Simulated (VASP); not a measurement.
Here is the system:

```
NbTe
1.0
    0.00000     3.12270     3.12270
    3.12270     0.00000     3.12270
    3.12270     3.12270     0.00000
Nb Te
1 1
Cartesian
  0.00000   0.00000   0.00000
  1.56135   1.56135   1.56135
```

Level of theory: r2SCAN meta-GGA, VASP's PBE PAW potentials (set 64) (plane waves; VASP). Run with 400 eV cut-off, 11×11×11 Γ-centred mesh, tetrahedra with Blöchl corrections, potentials Nb_sv Te.

### Question
Give the energies of bands 6 to 12 at the high-symmetry points, in eV from the Fermi level.

### Answer

| band | Γ | X | U | L | W |
|---|---|---|---|---|---|
| 6 | -4.19 | -5.48 | -5.06 | -5.19 | -4.69 |
| 7 | -4.19 | -3.45 | -4.08 | -3.89 | -4.56 |
| 8 | -4.19 | -3.45 | -3.57 | -3.89 | -3.47 |
| 9 | -0.14 | -1.03 | -1.05 | 0.11 | -1.13 |
| 10 | -0.14 | 0.17 | 0.04 | 0.11 | -0.28 |
| 11 | 1.88 | 0.46 | 0.23 | 0.19 | 0.41 |
| 12 | 4.23 | 0.85 | 1.41 | 2.23 | 1.14 |

It has no gap at this level: it comes out as a metal or semimetal.

The structure was generated: NbTe was put into the zinc blende type (F-43m), which need not be its known phase. It was relaxed first, which changed the volume by -28 %. The electron count is odd and the run is not spin-polarised, which forces a metal.
